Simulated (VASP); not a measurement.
Cost and result of VASP (PAW) for the bulk modulus of Pt₃Ti (L1_2). Static lattice, third-order Birch-Murnaghan fit over five volumes. The cost counts the five points of the equation of state, each on the mesh and cut-off of its row, so the ratios hold those differences too. With PBE it took about 7 core-minutes. Costs are core time on shared hosts, one run each; read them as rough ratios.

```
level   k-mesh  cut-off (eV)  bulk modulus (GPa)         cost over PBE
------  ------  ------------  ------------------  --------------------
LDA      8×8×8           520                 280  within a factor of 2
PBE      8×8×8           520                 234             reference
PBEsol   8×8×8           520                 265  within a factor of 2
r2SCAN   8×8×8           520          (withheld)            (withheld)
```

Task: Fill in the missing entries.

Result: 
- r2SCAN, bulk modulus (GPa): 257
- r2SCAN, cost over PBE: about 5 times

Left out are levels that failed, ran on another kind of processor or have no fit band path; at most nine are shown.

The compound is Pt3Ti in the L1_2 structure.
